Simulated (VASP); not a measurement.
# NaSb2Au (P-3m1) in VASP: notebook, part 2 of 2

VASP 6.6.1. Earlier steps stand in the parts before.

**4. Band structure, PBEsol**

POSCAR

```
NaSb2Au
1.0
    4.3573000000      0.0000000000      0.0000000000
   -2.1786500000      3.7735400000      0.0000000000
    0.0000000000      0.0000000000      6.8184700000
Na Sb Au
1 2 1
Direct
    0.0000000000      0.0000000000      0.5000000000
    0.6666700000      0.3333300000      0.8163200000
    0.3333300000      0.6666700000      0.1836800000
    0.0000000000      0.0000000000      0.0000000000
```

INCAR.step1

```
PREC     = Accurate       # precision mode
ENCUT    = 520            # plane-wave cutoff, eV
EDIFF    = 1E-6           # SCF threshold, eV
ISMEAR   = -1             # smearing method
SIGMA    = 0.05           # smearing width, eV
LREAL    = False          # projectors in reciprocal space
LASPH    = True           # aspherical terms in the spheres
NELM     = 80             # most SCF steps
ALGO     = Fast           # electronic algorithm
ISIF     = 2              # what is computed and relaxed
LWAVE    = False          # write WAVECAR
LCHARG   = True           # write CHGCAR
LMAXMIX  = 4              # l up to which the mixer works
GGA      = PS             # functional
```

KPOINTS.step1

```
Automatic mesh
0
Gamma
  5 5 3
```

INCAR.step2

```
PREC     = Accurate       # precision mode
ENCUT    = 520            # plane-wave cutoff, eV
EDIFF    = 1E-6           # SCF threshold, eV
ISMEAR   = 0              # smearing method
SIGMA    = 0.05           # smearing width, eV
LREAL    = False          # projectors in reciprocal space
LASPH    = True           # aspherical terms in the spheres
NELM     = 80             # most SCF steps
ALGO     = Fast           # electronic algorithm
ISIF     = 2              # what is computed and relaxed
LWAVE    = False          # write WAVECAR
LCHARG   = False          # write CHGCAR
LMAXMIX  = 4              # l up to which the mixer works
GGA      = PS             # functional
ICHARG   = 11             # starting density
```

KPOINTS.step2

```
path GMKGALHA,LM,KH
15
line-mode
reciprocal
 0.0000000000  0.0000000000  0.0000000000  G
 0.5000000000  0.0000000000  0.0000000000  M

 0.5000000000  0.0000000000  0.0000000000  M
 0.3333333333  0.3333333333  0.0000000000  K

 0.3333333333  0.3333333333  0.0000000000  K
 0.0000000000  0.0000000000  0.0000000000  G

 0.0000000000  0.0000000000  0.0000000000  G
 0.0000000000  0.0000000000  0.5000000000  A

 0.0000000000  0.0000000000  0.5000000000  A
 0.5000000000  0.0000000000  0.5000000000  L

 0.5000000000  0.0000000000  0.5000000000  L
 0.3333333333  0.3333333333  0.5000000000  H

 0.3333333333  0.3333333333  0.5000000000  H
 0.0000000000  0.0000000000  0.5000000000  A

 0.5000000000  0.0000000000  0.5000000000  L
 0.5000000000  0.0000000000  0.0000000000  M

 0.3333333333  0.3333333333  0.0000000000  K
 0.3333333333  0.3333333333  0.5000000000  H
```

Command:

```bash
> cat potpaw_PBE.64/Na_pv/POTCAR potpaw_PBE.64/Sb/POTCAR potpaw_PBE.64/Au/POTCAR > POTCAR
> cp INCAR.step1 INCAR
> cp KPOINTS.step1 KPOINTS
> mpirun -np 1 vasp_std > vasp.out
> cp INCAR.step2 INCAR
> cp KPOINTS.step2 KPOINTS
> mpirun -np 1 vasp_std > vasp.out
```

Run time: 2.7 min. Hardware: 1 thread of Intel Xeon 6975P-C (Granite Rapids), shared host; peak memory 0.43 GiB.

The run converged. Its results:

- Band gap along the path: none (metal or under the smearing width)

Levels at the corners of the path, in eV from the Fermi level:
```tsv
point	band 11	band 12	band 13	band 14	band 15	band 16	band 17	band 18
Γ	-3.25	0.03	0.03	0.48	1.26	1.26	2.01	3.37
M	-3.73	-3.39	-2.34	-1.76	0.19	1.65	1.72	3.59
M	-3.73	-3.39	-2.34	-1.76	0.19	1.65	1.72	3.59
K	-4.99	-2.33	-2.33	-1.93	-0.07	-0.07	2.24	5.19
K	-4.99	-2.33	-2.33	-1.93	-0.07	-0.07	2.24	5.19
Γ	-3.25	0.03	0.03	0.48	1.26	1.26	2.01	3.37
Γ	-3.25	0.03	0.03	0.48	1.26	1.26	2.01	3.37
A	-2.19	-1.45	-0.03	-0.03	1.42	1.42	2.95	3.00
A	-2.19	-1.45	-0.03	-0.03	1.42	1.42	2.95	3.00
L	-3.93	-3.83	-2.25	-0.78	0.38	1.29	2.35	3.51
L	-3.93	-3.83	-2.25	-0.78	0.38	1.29	2.35	3.53
H	-4.96	-2.74	-2.74	-2.40	1.21	1.21	4.04	4.04
H	-4.96	-2.74	-2.74	-2.40	1.21	1.21	4.04	4.04
A	-2.19	-1.45	-0.03	-0.03	1.42	1.42	2.95	3.00
L	-3.93	-3.83	-2.25	-0.78	0.38	1.29	2.35	3.53
M	-3.73	-3.39	-2.34	-1.76	0.19	1.65	1.72	3.59
K	-4.99	-2.33	-2.33	-1.93	-0.07	-0.07	2.24	5.19
H	-4.96	-2.74	-2.74	-2.40	1.21	1.21	4.04	4.04
```

Caveat: the log is that of the step along the path at fixed density, whose energy, stress, charges and moments have no meaning; spin-orbit coupling is left out, which moves the levels of the heavy elements.

**5. Band structure, RPBE**

POSCAR is that of step 4.

INCAR.step1, as its differences from that of step 4:

```diff
@@ -13,2 +13,2 @@
 LMAXMIX  = 4              # l up to which the mixer works
-GGA      = PS             # functional
+GGA      = RP             # functional
```

KPOINTS.step1 is that of step 4.

INCAR.step2, as its differences from that of step 4:

```diff
@@ -13,3 +13,3 @@
 LMAXMIX  = 4              # l up to which the mixer works
-GGA      = PS             # functional
+GGA      = RP             # functional
 ICHARG   = 11             # starting density
```

KPOINTS.step2 is that of step 4.

Command:

```bash
> cat potpaw_PBE.64/Na_pv/POTCAR potpaw_PBE.64/Sb/POTCAR potpaw_PBE.64/Au/POTCAR > POTCAR
> cp INCAR.step1 INCAR
> cp KPOINTS.step1 KPOINTS
> mpirun -np 1 vasp_std > vasp.out
> cp INCAR.step2 INCAR
> cp KPOINTS.step2 KPOINTS
> mpirun -np 1 vasp_std > vasp.out
```

Wall time 2.6 min (1 thread of Intel Xeon 6975P-C (Granite Rapids), shared host); peak memory 0.43 GiB.

The run converged. Its results:

* Band gap along the path: none (metal or under the smearing width)

Levels at the corners of the path, in eV from the Fermi level:
| point | band 11 | band 12 | band 13 | band 14 | band 15 | band 16 | band 17 | band 18 |
| --- | --- | --- | --- | --- | --- | --- | --- | --- |
| Γ | -3.28 | 0.01 | 0.01 | 0.50 | 1.22 | 1.22 | 2.10 | 3.38 |
| M | -3.77 | -3.40 | -2.35 | -1.76 | 0.19 | 1.69 | 1.69 | 3.66 |
| M | -3.77 | -3.40 | -2.35 | -1.76 | 0.19 | 1.69 | 1.69 | 3.66 |
| K | -5.04 | -2.37 | -2.37 | -1.94 | -0.06 | -0.06 | 2.28 | 5.20 |
| K | -5.04 | -2.37 | -2.37 | -1.94 | -0.06 | -0.06 | 2.28 | 5.20 |
| Γ | -3.28 | 0.01 | 0.01 | 0.50 | 1.22 | 1.22 | 2.10 | 3.38 |
| Γ | -3.28 | 0.01 | 0.01 | 0.50 | 1.22 | 1.22 | 2.10 | 3.38 |
| A | -2.22 | -1.41 | -0.06 | -0.06 | 1.38 | 1.38 | 2.98 | 3.06 |
| A | -2.22 | -1.41 | -0.06 | -0.06 | 1.38 | 1.38 | 2.98 | 3.06 |
| L | -3.97 | -3.83 | -2.27 | -0.81 | 0.40 | 1.26 | 2.36 | 3.58 |
| L | -3.97 | -3.83 | -2.27 | -0.81 | 0.40 | 1.26 | 2.36 | 3.61 |
| H | -5.01 | -2.76 | -2.76 | -2.40 | 1.19 | 1.19 | 4.07 | 4.09 |
| H | -5.01 | -2.76 | -2.76 | -2.40 | 1.19 | 1.19 | 4.08 | 4.09 |
| A | -2.22 | -1.41 | -0.06 | -0.06 | 1.38 | 1.38 | 2.98 | 3.06 |
| L | -3.97 | -3.83 | -2.27 | -0.81 | 0.40 | 1.26 | 2.36 | 3.60 |
| M | -3.77 | -3.40 | -2.35 | -1.76 | 0.19 | 1.69 | 1.69 | 3.66 |
| K | -5.04 | -2.37 | -2.37 | -1.94 | -0.06 | -0.06 | 2.28 | 5.20 |
| H | -5.01 | -2.76 | -2.76 | -2.40 | 1.19 | 1.19 | 4.06 | 4.10 |

Caveat: the log is that of the step along the path at fixed density, whose energy, stress, charges and moments have no meaning; spin-orbit coupling is left out, which moves the levels of the heavy elements.

**6. Band structure, revPBE**

POSCAR is that of step 5.

INCAR.step1, as its differences from that of step 5:

```diff
@@ -13,2 +13,2 @@
 LMAXMIX  = 4              # l up to which the mixer works
-GGA      = RP             # functional
+GGA      = RE             # functional
```

KPOINTS.step1 is that of step 5.

INCAR.step2, as its differences from that of step 5:

```diff
@@ -13,3 +13,3 @@
 LMAXMIX  = 4              # l up to which the mixer works
-GGA      = RP             # functional
+GGA      = RE             # functional
 ICHARG   = 11             # starting density
```

KPOINTS.step2 is that of step 5.

Potentials or basis: VASP PAW PBE potentials, release 64 (Na_pv, Sb, Au).

Command:

```bash
> cat potpaw_PBE.64/Na_pv/POTCAR potpaw_PBE.64/Sb/POTCAR potpaw_PBE.64/Au/POTCAR > POTCAR
> cp INCAR.step1 INCAR
> cp KPOINTS.step1 KPOINTS
> mpirun -np 1 vasp_std > vasp.out
> cp INCAR.step2 INCAR
> cp KPOINTS.step2 KPOINTS
> mpirun -np 1 vasp_std > vasp.out
```

Run time: 2.5 min. Hardware: 1 thread of Intel Xeon 6975P-C (Granite Rapids), shared host; peak memory 0.42 GiB.

It converged, with:

| Property | Result |
| --- | --- |
| Band gap along the path | none (metal or under the smearing width) |

Levels at the corners of the path, in eV from the Fermi level:
```
point  band 12  band 13  band 14  band 15  band 16  band 17
    Γ     0.01     0.01     0.49     1.22     1.22     2.09
    M    -3.40    -2.35    -1.76     0.20     1.68     1.69
    M    -3.40    -2.35    -1.76     0.20     1.68     1.69
    K    -2.36    -2.36    -1.94    -0.07    -0.07     2.28
    K    -2.36    -2.36    -1.94    -0.07    -0.07     2.28
    Γ     0.01     0.01     0.49     1.22     1.22     2.09
    Γ     0.01     0.01     0.49     1.22     1.22     2.09
    A    -1.41    -0.05    -0.05     1.38     1.38     2.98
    A    -1.41    -0.05    -0.05     1.38     1.38     2.98
    L    -3.83    -2.27    -0.81     0.40     1.26     2.36
    L    -3.83    -2.27    -0.81     0.40     1.26     2.36
    H    -2.76    -2.76    -2.40     1.19     1.19     4.07
    H    -2.76    -2.76    -2.40     1.19     1.19     4.08
    A    -1.41    -0.05    -0.05     1.38     1.38     2.98
    L    -3.83    -2.27    -0.81     0.40     1.26     2.36
    M    -3.40    -2.35    -1.76     0.20     1.68     1.69
    K    -2.36    -2.36    -1.94    -0.07    -0.07     2.28
    H    -2.76    -2.76    -2.40     1.19     1.19     4.06
```

Caveat: the log is that of the step along the path at fixed density, whose energy, stress, charges and moments have no meaning; spin-orbit coupling is left out, which moves the levels of the heavy elements.
